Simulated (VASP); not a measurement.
All values below come from PBEsol GGA, VASP's PBE PAW potentials (set 64) (plane waves; VASP).

Input for VASP

INCAR:
```
LEFG = T
LREAL = F   # projection in real space or not
NEDOS = 601   # DOS grid
GGA = PS   # PBEsol
ISMEAR = -5
LWAVE = F
SYSTEM = C6Si2
LCHARG = T
LORBIT = 11   # lm-projected
ISIF = 2
NELM = 100   # most electronic steps
LASPH = T   # aspherical one-centre terms
ENCUT = 520
PREC = Accurate
ALGO = Normal
EDIFF = 1E-7   # SCF stop (eV)
```

**POSCAR**
```
C6Si2
5.7461310
 -0.0518311521   0.6953369812   0.7168123561
  0.6953369812  -0.0518311521   0.7168123561
  0.3217529146   0.3217529146   0.0000000000
Si C
2 6
Direct
  0.9610426336   0.9610426336   0.0779147327
  0.1639573664   0.1639573664   0.1720852673
  0.9928908210   0.5242653514   0.9828438276
  0.1321091790   0.6007346486   0.2671561724
  0.5242653514   0.9928908210   0.9828438276
  0.6007346486   0.1321091790   0.2671561724
  0.5027293102   0.5027293102   0.9945413797
  0.6222706898   0.6222706898   0.2554586203
```

**KPOINTS**
```
Automatic mesh
0
Gamma
7 7 15
0 0 0
```

POTCAR, in this order: Si C (PBE.64 set). Program: vasp_std.

What VASP printed:

OUTCAR:
```
 ion  position               nearest neighbor table
   1  0.961  0.961  0.078-   4 1.79   6 1.79   2 2.12   2 2.12   3 2.55   5 2.55   3 2.55   5 2.55
  LATTYP: Found a base centered orthorhombic cell.
 ALAT       =     6.0716798191
 B/A-ratio  =     1.3567572149
 C/A-ratio  =     0.4306298679
 Subroutine PRICEL returns:
 Original cell was already a primitive cell.
 Subroutine GETGRP returns: Found  8 space group operations
The static configuration has the point symmetry C_2v.
 The point group associated with its full space group is D_2h.
The dynamic configuration has the point symmetry C_2v.
 Subroutine INISYM returns: Found  8 space group operations
 Subroutine IBZKPT returns following result:
 Found    212 irreducible k-points:

 Following reciprocal coordinates:
            Coordinates               Weight
  0.000000  0.000000  0.000000      1.000000
  0.142857  0.000000  0.000000      4.000000
  0.285714 -0.000000  0.000000      4.000000
  0.428571 -0.000000  0.000000      4.000000
  0.142857  0.142857  0.000000      2.000000
  0.285714  0.142857  0.000000      4.000000
  0.428571  0.142857  0.000000      4.000000
 -0.428571  0.142857  0.000000      4.000000
 -0.285714  0.142857  0.000000      4.000000
 -0.142857  0.142857  0.000000      2.000000
  0.285714  0.285714  0.000000      2.000000
  0.428571  0.285714  0.000000      4.000000
 -0.428571  0.285714  0.000000      4.000000
 -0.285714  0.285714  0.000000      2.000000
  0.428571  0.428571  0.000000      2.000000
 -0.428571  0.428571  0.000000      2.000000
  0.000000  0.000000  0.066667      2.000000
  0.142857  0.000000  0.066667      4.000000
  0.285714 -0.000000  0.066667      4.000000
  0.428571 -0.000000  0.066667      4.000000
 -0.428571  0.000000  0.066667      4.000000
 -0.285714  0.000000  0.066667      4.000000
 -0.142857  0.000000  0.066667      4.000000
  0.142857  0.142857  0.066667      2.000000
  0.285714  0.142857  0.066667      4.000000
  0.428571  0.142857  0.066667      4.000000
 -0.428571  0.142857  0.066667      4.000000
 -0.285714  0.142857  0.066667      4.000000
 -0.142857  0.142857  0.066667      4.000000
  0.285714  0.285714  0.066667      2.000000
  0.428571  0.285714  0.066667      4.000000
 -0.428571  0.285714  0.066667      4.000000
 -0.285714  0.285714  0.066667      4.000000
 -0.142857  0.285714  0.066667      4.000000
  0.428571  0.428571  0.066667      2.000000
 -0.428571  0.428571  0.066667      4.000000
 -0.285714  0.428571  0.066667      4.000000
 -0.142857  0.428571  0.066667      4.000000
 -0.428571 -0.428571  0.066667      2.000000
 -0.285714 -0.428571  0.066667      4.000000
   k-points           NKPTS =    212   k-points in BZ     NKDIM =    212   number of bands    NBANDS=     21
   number of dos      NEDOS =    601   number of ions     NIONS =      8
   total plane-waves  NPLWV =  46080
   dimension x,y,z NGX =    48 NGY =   48 NGZ =   20
   dimension x,y,z NGXF=    96 NGYF=   96 NGZF=   40
   ions per type =               2   6
   PREC   = accura    normal or accurate (medium, high low for compatibility)
   ISTART =      0    job   : 0-new  1-cont  2-samecut
   ICHARG =      2    charge: 1-file 2-atom 10-const
   ISPIN  =      1    spin polarized calculation?
   LNONCOLLINEAR =      F non collinear calculations
   LSORBIT =      F    spin-orbit coupling
   INIWAV =      1    electr: 0-lowe 1-rand  2-diag
   ENCUT  =  520.0 eV  38.22 Ry    6.18 a.u.  10.68 10.68  4.86*2*pi/ulx,y,z
   NELM   =    100;   NELMIN=  2; NELMDL= -5     # of ELM steps
   EDIFF  = 0.1E-06   stopping-criterion for ELM
   LREAL  =      F    real-space projection
...
```

OSZICAR:
```
       N       E                     dE             d eps       ncg     rms          rms(c)
DAV:   1     0.917403294218E+02    0.91740E+02   -0.15719E+04  8904   0.140E+03
DAV:   2    -0.563690693405E+02   -0.14811E+03   -0.14104E+03 12162   0.238E+02
DAV:   3    -0.635362391909E+02   -0.71672E+01   -0.70269E+01 11267   0.515E+01
DAV:   4    -0.636883465284E+02   -0.15211E+00   -0.15170E+00 11790   0.753E+00
DAV:   5    -0.636919506462E+02   -0.36041E-02   -0.36296E-02 11344   0.107E+00    0.128E+01
DAV:   6    -0.614914996052E+02    0.22005E+01   -0.33643E+00 12301   0.123E+01    0.696E+00
DAV:   7    -0.610712119581E+02    0.42029E+00   -0.13290E+00 11029   0.713E+00    0.277E+00
DAV:   8    -0.610462960838E+02    0.24916E-01   -0.11311E-01 12086   0.210E+00    0.774E-01
DAV:   9    -0.610449088826E+02    0.13872E-02   -0.90922E-03 11800   0.703E-01    0.214E-01
DAV:  10    -0.610446650666E+02    0.24382E-03   -0.17653E-03 11123   0.298E-01    0.490E-02
DAV:  11    -0.610446707374E+02   -0.56708E-05   -0.16701E-04 11068   0.897E-02    0.202E-02
DAV:  12    -0.610446848594E+02   -0.14122E-04   -0.16032E-05 11970   0.288E-02    0.899E-03
DAV:  13    -0.610446785866E+02    0.62728E-05   -0.22648E-06 11216   0.114E-02    0.341E-03
DAV:  14    -0.610446825133E+02   -0.39267E-05   -0.37587E-07 10824   0.439E-03    0.714E-04
DAV:  15    -0.610446815979E+02    0.91536E-06   -0.39240E-08  7182   0.146E-03    0.284E-04
DAV:  16    -0.610446816355E+02   -0.37613E-07   -0.79854E-09  7002   0.687E-04
   1 F= -.61044682E+02 E0= -.61044682E+02  d E =0.000000E+00
```

### OUTCAR
```
------------------------ aborting loop because EDIFF is reached ----------------------------------------
  FORCE on cell =-STRESS in cart. coord.  units (eV):
  Direction    XX          YY          ZZ          XY          YZ          ZX
  --------------------------------------------------------------------------------------
  Total        0.1133496      0.1133496     -0.4161866     -0.2651462      0.0000000      0.0000000
  in kB        2.7773318      2.7773318    -10.1975488     -6.4967047      0.0000000      0.0000000
  external PRESSURE =      -1.5476284 kB  Pullay stress =       0.0000000 kB
  volume of cell :       65.39
      direct lattice vectors                 reciprocal lattice vectors
    -0.297828590  3.995497383  4.118897700    -0.116459827  0.116459827  0.121391701
     3.995497383 -0.297828590  4.118897700     0.116459827 -0.116459827  0.121391701
     1.848834397  1.848834397  0.000000000     0.270440663  0.270440663 -0.242783403
 POSITION                                       TOTAL-FORCE (eV/Angst)
 -----------------------------------------------------------------------------------
      3.69767      3.69767      7.91687         0.000000      0.000000     -0.024221
      0.92442      0.92442      1.35065        -0.000000     -0.000000      0.024221
      3.61611      5.62807      6.24901         0.014187     -0.014187      0.006978
      2.85482      0.84285      3.01851        -0.014187      0.014187     -0.006978
      5.62807      3.61611      6.24901        -0.014187      0.014187      0.006978
      0.84285      2.85482      3.01851         0.014187     -0.014187     -0.006978
      3.69767      3.69767      4.14138         0.000000      0.000000     -0.044621
      2.77325      2.77325      5.12614        -0.000000     -0.000000      0.044621
 -----------------------------------------------------------------------------------
    total drift:                               -0.000000     -0.000000     -0.000000
  FREE ENERGIE OF THE ION-ELECTRON SYSTEM (eV)
  ---------------------------------------------------
  free  energy   TOTEN  =       -61.0446816355 eV

  energy  without entropy=      -61.0446816355  energy(sigma->0) =      -61.04468164

 total charge

# of ion       s       p       d       tot
------------------------------------------
    1        0.766   1.155   0.000   1.922
    2        0.766   1.155   0.000   1.922
    3        0.820   1.607   0.000   2.426
    4        0.820   1.607   0.000   2.426
    5        0.820   1.607   0.000   2.426
    6        0.820   1.607   0.000   2.426
    7        0.813   1.429   0.000   2.242
    8        0.813   1.429   0.000   2.242
--------------------------------------------------
tot          6.437  11.596   0.000  18.033
```
(Selected blocks of OUTCAR.)

For a metal the tetrahedron method with Blöchl corrections gives inexact stress and forces.

The structure was generated: C6Si2 was put into an ordered model structure (Cmcm), which need not be its known phase. It was relaxed first.
